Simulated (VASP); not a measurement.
Calculation: AM05 GGA, VASP's PBE PAW potentials (set 64) (plane waves; VASP 6.6.1).

Input for VASP

### POSCAR
```
Se
1
    2.1107061271    -3.6558502389     0.0000000000
    2.1107061271     3.6558502389    -0.0000000000
    0.0000000000    -0.0000000000     5.0684387475
Se
3
Direct
  0.0000000000   0.2344229351   0.6666670000
  0.7655770649   0.7655770649   1.0000000000
  0.2344229351   0.0000000000   0.3333330000
```

### INCAR
```
ALGO = Normal
EDIFF = 1E-6
EDIFFG = -0.02
ENCUT = 520
GGA = AM
IBRION = 2
ISIF = 3
ISMEAR = 0
LASPH = .TRUE.
LCHARG = .FALSE.
LMAXMIX = 4
LREAL = .FALSE.
LWAVE = .FALSE.
NELM = 100
NSW = 60
PREC = Accurate
SIGMA = 0.05
SYSTEM = Se
```

KPOINTS:
```
Regular mesh
0
G
  6 6 4
```

POTCAR, in this order: Se (PBE.64 set). Program: vasp_std.

What VASP printed:

**OSZICAR**
```
       N       E                     dE             d eps       ncg     rms          rms(c)
DAV:   1     0.888610676476E+02    0.88861E+02   -0.73915E+03   624   0.116E+03
DAV:   2    -0.466435183352E+01   -0.93525E+02   -0.89957E+02   836   0.181E+02
DAV:   3    -0.108054813304E+02   -0.61411E+01   -0.60906E+01   759   0.532E+01
DAV:   4    -0.108669602904E+02   -0.61479E-01   -0.61433E-01   714   0.622E+00
DAV:   5    -0.108674920627E+02   -0.53177E-03   -0.53176E-03   774   0.563E-01    0.689E+00
DAV:   6    -0.108053017703E+02    0.62190E-01   -0.37775E-02   689   0.143E+00    0.424E+00
DAV:   7    -0.107834116837E+02    0.21890E-01   -0.72972E-02   659   0.198E+00    0.190E-01
DAV:   8    -0.107827120783E+02    0.69961E-03   -0.94710E-03   664   0.694E-01    0.952E-02
DAV:   9    -0.107828147805E+02   -0.10270E-03   -0.30586E-04   799   0.135E-01    0.284E-02
DAV:  10    -0.107828435465E+02   -0.28766E-04   -0.49065E-05   674   0.535E-02    0.685E-03
DAV:  11    -0.107828476379E+02   -0.40913E-05   -0.10310E-05   699   0.225E-02    0.381E-03
DAV:  12    -0.107828475252E+02    0.11265E-06   -0.19911E-06   492   0.105E-02
   1 F= -.10782848E+02 E0= -.10782848E+02  d E =-.107828E+02
```

OUTCAR:
```
------------------------ aborting loop because EDIFF is reached ----------------------------------------
  FORCE on cell =-STRESS in cart. coord.  units (eV):
  Direction    XX          YY          ZZ          XY          YZ          ZX
  --------------------------------------------------------------------------------------
  Total        0.0002650      0.0002650     -0.0512263      0.0000000      0.0000000      0.0000000
  in kB        0.0054276      0.0054276     -1.0492594      0.0000000      0.0000000      0.0000000
  external PRESSURE =      -0.3461347 kB  Pullay stress =       0.0000000 kB
  volume of cell :       78.22
      direct lattice vectors                 reciprocal lattice vectors
     2.110706127 -3.655850239  0.000000000     0.236887548 -0.136767090  0.000000000
     2.110706127  3.655850239  0.000000000     0.236887548  0.136767090  0.000000000
     0.000000000  0.000000000  5.068438748     0.000000000  0.000000000  0.197299415
 POSITION                                       TOTAL-FORCE (eV/Angst)
 -----------------------------------------------------------------------------------
      0.49480      0.85702      3.37896         0.000551      0.000954     -0.000000
      3.23182      0.00000      0.00000        -0.001102      0.000000     -0.000000
      0.49480     -0.85702      1.68948         0.000551     -0.000954      0.000000
 -----------------------------------------------------------------------------------
    total drift:                               -0.000218     -0.000437      0.000010
  FREE ENERGIE OF THE ION-ELECTRON SYSTEM (eV)
  ---------------------------------------------------
  free  energy   TOTEN  =       -10.7828475252 eV

  energy  without entropy=      -10.7828475252  energy(sigma->0) =      -10.78284753

 reached required accuracy - stopping structural energy minimisation
```
(Selected blocks of OUTCAR.)

File OUTCAR:
```
 val. band max:        2.9933681879   @ k =   0.5000   0.0000   0.5000

 cond. band min:       3.7179044306   @ k =   0.3333   0.3333   0.5000


 Fermi energy:         3.2765300727

 k-point     1 :       0.0000    0.0000    0.0000
  band No.  band energies     occupation
      1     -12.8136      2.00000
      2      -8.7778      2.00000
      3      -8.7778      2.00000
      4      -0.6659      2.00000
      5      -0.6378      2.00000
      6      -0.6378      2.00000
      7       1.0866      2.00000
      8       1.0866      2.00000
      9       2.5985      2.00000
     10       4.6540      0.00000
     11       4.6540      0.00000
     12       5.1174      0.00000
     13       9.4368      0.00000

 k-point     2 :       0.1667    0.0000    0.0000
  band No.  band energies     occupation
      1     -12.6775      2.00000
      2      -8.8741      2.00000
      3      -8.7546      2.00000
      4      -1.5405      2.00000
      5      -1.0603      2.00000
      6      -0.5111      2.00000
      7       1.1817      2.00000
      8       1.5669      2.00000
      9       2.3768      2.00000
     10       4.5682      0.00000
     11       4.6788      0.00000
     12       5.3194      0.00000
     13       9.1623      0.00000

 k-point     3 :       0.3333    0.0000    0.0000
  band No.  band energies     occupation
      1     -12.3579      2.00000
      2      -9.1521      2.00000
      3      -8.7056      2.00000
      4      -2.1624      2.00000
      5      -1.5654      2.00000
      6      -0.6764      2.00000
      7       0.6676      2.00000
      8       1.4196      2.00000
      9       2.0911      2.00000
     10       4.7190      0.00000
     11       4.9757      0.00000
     12       6.3245      0.00000
     13       8.3024      0.00000

 k-point     4 :       0.5000    0.0000    0.0000
  band No.  band energies     occupation
      1     -12.1621      2.00000
      2      -9.3466      2.00000
      3      -8.6799      2.00000
...
```

Without a dispersion term in the relaxation, distances and binding between the weakly bound layers, chains or molecules are unreliable, and so is what depends on them.

The compound is Se in the trig structure. It was relaxed first. The start is the result of an earlier pass.
